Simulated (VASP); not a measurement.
Output of a VASP run:

File OSZICAR:
```
       N       E                     dE             d eps       ncg     rms          rms(c)
DAV:   1     0.149075951741E+03    0.14908E+03   -0.88225E+03   448   0.129E+03
DAV:   2     0.336012664705E+01   -0.14572E+03   -0.14284E+03   478   0.328E+02
DAV:   3    -0.738266907008E+01   -0.10743E+02   -0.10710E+02   586   0.980E+01
DAV:   4    -0.765479134644E+01   -0.27212E+00   -0.27204E+00   530   0.193E+01
DAV:   5    -0.766796599603E+01   -0.13175E-01   -0.13174E-01   592   0.387E+00    0.302E+00
DAV:   6    -0.752545810148E+01    0.14251E+00   -0.35047E-01   594   0.452E+00    0.186E+00
DAV:   7    -0.752196502676E+01    0.34931E-02   -0.99596E-02   560   0.175E+00    0.912E-01
DAV:   8    -0.752404125081E+01   -0.20762E-02   -0.10612E-02   478   0.120E+00    0.137E-01
DAV:   9    -0.752398334126E+01    0.57910E-04   -0.12677E-03   672   0.384E-01    0.519E-02
DAV:  10    -0.752403949760E+01   -0.56156E-04   -0.14311E-04   472   0.890E-02    0.224E-02
DAV:  11    -0.752404779168E+01   -0.82941E-05   -0.22981E-05   518   0.393E-02    0.751E-03
DAV:  12    -0.752404810447E+01   -0.31279E-06   -0.13951E-06   486   0.147E-02
   1 F= -.75240481E+01 E0= -.75240481E+01  d E =-.752405E+01
```

OUTCAR:
```
------------------------ aborting loop because EDIFF is reached ----------------------------------------
  FORCE on cell =-STRESS in cart. coord.  units (eV):
  Direction    XX          YY          ZZ          XY          YZ          ZX
  --------------------------------------------------------------------------------------
  Total       -0.0028825     -0.0028825     -0.0028825      0.0000000      0.0000000      0.0000000
  in kB       -0.0652054     -0.0652054     -0.0652054      0.0000000      0.0000000      0.0000000
  external PRESSURE =      -0.0652054 kB  Pullay stress =       0.0000000 kB
  volume of cell :       70.83
      direct lattice vectors                 reciprocal lattice vectors
     0.000000000  3.283878976  3.283878976    -0.152258961  0.152258961  0.152258961
     3.283878976  0.000000000  3.283878976     0.152258961 -0.152258961  0.152258961
     3.283878976  3.283878976  0.000000000     0.152258961  0.152258961 -0.152258961
  FREE ENERGIE OF THE ION-ELECTRON SYSTEM (eV)
  ---------------------------------------------------
  free  energy   TOTEN  =        -7.5240481045 eV

  energy  without entropy=       -7.5240481045  energy(sigma->0) =       -7.52404810

 reached required accuracy - stopping structural energy minimisation
```
(Selected blocks of OUTCAR.)

### POSCAR
```
PbTe
1
    0.0000000000     3.2838789758     3.2838789758
    3.2838789758     0.0000000000     3.2838789758
    3.2838789758     3.2838789758    -0.0000000000
Te Pb
1 1
Direct
  0.5000000000   0.5000000000   0.5000000000
  0.0000000000   0.0000000000   0.0000000000
```

Reconstruct the remaining input files.

One answer among several that fit: the input of the run itself, PBE GGA, plane waves, VASP's PBE PAW potentials (set 64).

### INCAR
```
SYSTEM = PbTe
PREC = Accurate; ENCUT = 480; LREAL = F
LASPH = T
EDIFF = 1E-6; NELM = 100; ALGO = Normal
LMAXMIX = 4
ISMEAR = 0; SIGMA = 0.05
GGA = PE
IBRION = 2; NSW = 60; ISIF = 3
EDIFFG = -0.01
LWAVE = F; LCHARG = F
```

**KPOINTS**
```
Automatic mesh
0
Gamma
6 6 6
0 0 0
```

POTCAR, in this order: Te Pb_d (PBE.64 set). Program: vasp_std.

The compound is PbTe in the rock salt structure. It was relaxed first, which changed the volume by +5 %. The start is the result of an earlier pass.
